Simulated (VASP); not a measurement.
Given:

```
CELL_PARAMETERS angstrom
      0.00000     2.96052     2.96052
      2.96052     0.00000     2.96052
      2.96052     2.96052     0.00000
ATOMIC_POSITIONS crystal
  Cd 0.00000 0.00000 0.00000
  S  0.25000 0.25000 0.25000
```

These are PBE GGA, VASP's PBE PAW potentials (set 64) (plane waves; VASP) values and carry that method's errors. Run with 400 eV cut-off, 7×7×7 Γ-centred mesh, Gaussian smearing of 0.050 eV, potentials Cd S.

Question: Estimate the energy per atom (σ→0), band gap (on the k-mesh) with the smallest direct gap where there is one.

Answer: 
```
Item                                         Result
-----------------------------------  --------------
band gap (on the k-mesh)                    1.05 eV
smallest direct gap (on the k-mesh)         1.05 eV
energy per atom (σ→0)                -3072 meV/atom
```

The absolute energy has meaning only against runs of the same code, potentials and settings.

The compound is CdS in the zinc blende structure, a metastable form; wurtzite is the usual one. It was relaxed first, which changed the volume by +5 %. The start is the result of an earlier pass.
